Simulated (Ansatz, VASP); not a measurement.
**KMgI3 in VASP and in Ansatz**

INCAR

```
PREC = Accurate
ENCUT = 520
EDIFF = 1E-6
ISMEAR = 0
SIGMA = 0.01
LREAL = False
LASPH = True
NELM = 80
ALGO = Normal
ISIF = 2
LWAVE = False
LCHARG = False
GGA = PE
NBANDS = 24
```

File KPOINTS:

```
regular mesh
0
Gamma
  4 4 4
```

Contents of POSCAR:

```
KMgI3
1.0
    5.9102868657      0.0000000000      0.0000000000
    0.0000000000      5.9102868657      0.0000000000
    0.0000000000      0.0000000000      5.9102868657
K Mg I
1 1 3
Direct
    0.0000000000      0.0000000000      0.0000000000
    0.5000000000      0.5000000000      0.5000000000
    0.5000000000      0.5000000000      0.0000000000
    0.5000000000      0.0000000000      0.5000000000
    0.0000000000      0.5000000000      0.5000000000
```

Input for Ansatz:

```yaml
crystal:
  lattice:
    - [5.9102868657, 0.0, 0.0]
    - [0.0, 5.9102868657, 0.0]
    - [0.0, 0.0, 5.9102868657]
  atoms:
    - { symbol: K, position: [0.0, 0.0, 0.0] }
    - { symbol: Mg, position: [0.5, 0.5, 0.5] }
    - { symbol: I, position: [0.5, 0.5, 0.0] }
    - { symbol: I, position: [0.5, 0.0, 0.5] }
    - { symbol: I, position: [0.0, 0.5, 0.5] }
kpoints:
  mp_grid: { grid: [4, 4, 4] }
hamiltonian:
  xc: pbe
scf:
  occupations: { method: fixed }
  n_extra_bands: 5
output:
  forces: true
  stress: true
  eigenvalues: true
```

Alike in both runs: task single point; functional PBE; k mesh 4 × 4 × 4; no spin polarisation.

|  | VASP | Ansatz |
| --- | --- | --- |
| version | VASP 6.6.1 | Ansatz 0.2.0 |
| potentials or method | VASP PAW PBE potentials, release 64 (K_sv, Mg, I) | plane waves, PAW |
| plane-wave cutoff (eV) | 520 | 420 |
| occupations | gaussian, width 0.01 eV | fixed |
| valence electrons in the cell | 32 | 70 |

```tsv
	VASP	Ansatz	Ansatz less VASP
gap on the k mesh at the Fermi level (eV)	1.12	1.14	+0.017
pressure (GPa)	-0.5	-0.5	+0.03
```

The two sets of potentials don't hold the same shells in valence.

Caveats: spin-orbit coupling is left out, which moves the levels of the heavy elements. A k mesh can miss the band edges.
